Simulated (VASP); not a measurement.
Wanted: the native input for a VASP 6.6.1 run.

| Item | Value |
| --- | --- |
| Task | band structure |
| Functional | PBE |
| Potentials or basis | VASP PAW PBE potentials, release 64 (In_d, P) |
| Cutoff | 520 eV |
| k mesh | 10 × 10 × 10 |
| Occupations | gaussian, width 0.02 eV |
| Spin | non-collinear spin, zero start, spin-orbit coupling |
| Starting moments | [[0.0, 0.0, 0.0], [0.0, 0.0, 0.0]] μB |
| Further INCAR settings | ALGO = Normal; EDIFF = 1e-06 |

The structure of InP lies in POSCAR:

```
InP
1.0
    0.0000000000      2.9305000000      2.9305000000
    2.9305000000      0.0000000000      2.9305000000
    2.9305000000      2.9305000000      0.0000000000
In P
1 1
Direct
    0.0000000000      0.0000000000      0.0000000000
    0.2500000000      0.2500000000      0.2500000000
```

These files were run (other wordings do the same):

INCAR

```
ALGO = Normal ; EDIFF = 1E-6
ENCUT = 520 ; GGA = PE
GGA_COMPAT = False ; ISIF = 2
ISMEAR = 0 ; LASPH = True
LCHARG = False ; LNONCOLLINEAR = True
LORBIT = 11 ; LREAL = False
LSORBIT = True ; LWAVE = False
MAGMOM = 0 0 0 0 0 0 ; NELM = 80
PREC = Accurate ; SIGMA = 0.02
```

KPOINTS

```
k-points
0
Gamma
  10 10 10
```

KPOINTS_OPT

```
path GXWKGLUWLK,UX
10
line-mode
reciprocal
 0.0000000000  0.0000000000  0.0000000000  G
 0.5000000000  0.0000000000  0.5000000000  X

 0.5000000000  0.0000000000  0.5000000000  X
 0.5000000000  0.2500000000  0.7500000000  W

 0.5000000000  0.2500000000  0.7500000000  W
 0.3750000000  0.3750000000  0.7500000000  K

 0.3750000000  0.3750000000  0.7500000000  K
 0.0000000000  0.0000000000  0.0000000000  G

 0.0000000000  0.0000000000  0.0000000000  G
 0.5000000000  0.5000000000  0.5000000000  L

 0.5000000000  0.5000000000  0.5000000000  L
 0.6250000000  0.2500000000  0.6250000000  U

 0.6250000000  0.2500000000  0.6250000000  U
 0.5000000000  0.2500000000  0.7500000000  W

 0.5000000000  0.2500000000  0.7500000000  W
 0.5000000000  0.5000000000  0.5000000000  L

 0.5000000000  0.5000000000  0.5000000000  L
 0.3750000000  0.3750000000  0.7500000000  K

 0.6250000000  0.2500000000  0.6250000000  U
 0.5000000000  0.0000000000  0.5000000000  X
```

Potentials or basis: VASP PAW PBE potentials, release 64 (In_d, P).

Launch:

```sh
$ cat potpaw_PBE.64/In_d/POTCAR potpaw_PBE.64/P/POTCAR > POTCAR
$ mpirun -np 1 vasp_ncl > vasp.out
```

It gave:

```yaml
Pressure: 3.2 GPa
Net_moment: 0.00 μB per cell
Valence_electrons_inside_the_program's_atomic_spheres: In 11.50; P 2.53
```

Run time: 7.4 min on 1 thread of Intel(R) Xeon(R) Platinum 8559C (Emerald Rapids) (shared host), peak memory 0.4 GiB.
